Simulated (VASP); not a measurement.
Output of a VASP run:

**OSZICAR**
```
       N       E                     dE             d eps       ncg     rms          rms(c)
DAV:   1     0.107838878353E+02    0.10784E+02   -0.39103E+03  3353   0.875E+02
DAV:   2    -0.115924608008E+01   -0.11943E+02   -0.11527E+02  3787   0.124E+02
DAV:   3    -0.120249415495E+01   -0.43248E-01   -0.42841E-01  3521   0.833E+00
DAV:   4    -0.120252810849E+01   -0.33954E-04   -0.33975E-04  3633   0.238E-01
DAV:   5    -0.120252815044E+01   -0.41955E-07   -0.42163E-07  3626   0.652E-03    0.397E-01
DAV:   6    -0.120069803762E+01    0.18301E-02   -0.82622E-03  3129   0.941E-01    0.131E-01
DAV:   7    -0.120085474685E+01   -0.15671E-03   -0.86853E-04  3367   0.315E-01    0.558E-02
DAV:   8    -0.120098474774E+01   -0.13000E-03   -0.85910E-05  3206   0.960E-02    0.510E-03
DAV:   9    -0.120098500759E+01   -0.25984E-06   -0.22291E-07  3297   0.583E-03    0.244E-03
DAV:  10    -0.120098525509E+01   -0.24751E-06   -0.43147E-07  3178   0.668E-03    0.107E-04
DAV:  11    -0.120098526187E+01   -0.67722E-08   -0.15351E-09  2079   0.476E-04
   1 F= -.12009853E+01 E0= -.12009853E+01  d E =0.000000E+00
```

**OUTCAR**
```
------------------------ aborting loop because EDIFF is reached ----------------------------------------
  FORCE on cell =-STRESS in cart. coord.  units (eV):
  Direction    XX          YY          ZZ          XY          YZ          ZX
  --------------------------------------------------------------------------------------
  Total       -0.0069762     -0.0069762     -0.0069762     -0.0000000     -0.0000000     -0.0000000
  in kB       -1.1619288     -1.1619288     -1.1619288     -0.0000000     -0.0000000     -0.0000000
  external PRESSURE =      -1.1619288 kB  Pullay stress =       0.0000000 kB
  volume of cell :        9.62
      direct lattice vectors                 reciprocal lattice vectors
     2.126754623  0.000000000  0.000000000     0.470199989  0.000000000  0.000000000
     0.000000000  2.126754623  0.000000000     0.000000000  0.470199989  0.000000000
     0.000000000  0.000000000  2.126754623     0.000000000  0.000000000  0.470199989
 POSITION                                       TOTAL-FORCE (eV/Angst)
 -----------------------------------------------------------------------------------
      0.00000      0.00000      0.00000         0.000000      0.000000      0.000000
 -----------------------------------------------------------------------------------
    total drift:                                0.000000      0.000000      0.000000
  FREE ENERGIE OF THE ION-ELECTRON SYSTEM (eV)
  ---------------------------------------------------
  free  energy   TOTEN  =        -1.2009852619 eV

  energy  without entropy=       -1.2009852619  energy(sigma->0) =       -1.20098526

 total charge

# of ion       s       p       d       tot
------------------------------------------
    1        1.776   3.989   0.000   5.765
```
(Selected blocks of OUTCAR.)

File POSCAR:
```
F
1
    2.1267546229     0.0000000000    -0.0000000000
    0.0000000000     2.1267546229     0.0000000000
    0.0000000000     0.0000000000     2.1267546229
F
1
Direct
  0.0000000000   0.0000000000   0.0000000000
```

### Question
Write an INCAR and KPOINTS that could have produced this output.

### Answer
One answer among several that fit: the input of the run itself, PBEsol GGA, plane waves, VASP's PBE PAW potentials (set 64).

**INCAR**
```
SYSTEM = F
PREC = Accurate
ENCUT = 520
EDIFF = 1E-7
NELM = 100
ALGO = Normal
LREAL = .FALSE.
LASPH = .TRUE.
ISMEAR = -5
GGA = PS
LWAVE = .FALSE.
LCHARG = .TRUE.
LORBIT = 11
NEDOS = 601
ISIF = 2
```

### KPOINTS
```
Automatic mesh
0
Gamma
19 19 19
0 0 0
```

POTCAR, in this order: F (PBE.64 set). Program: vasp_std.

For a metal the tetrahedron method with Blöchl corrections gives inexact stress and forces.

The structure was generated: F was put into the simple-cubic type (Pm-3m), which need not be its known phase. It was relaxed first, which changed the volume by -15 %.
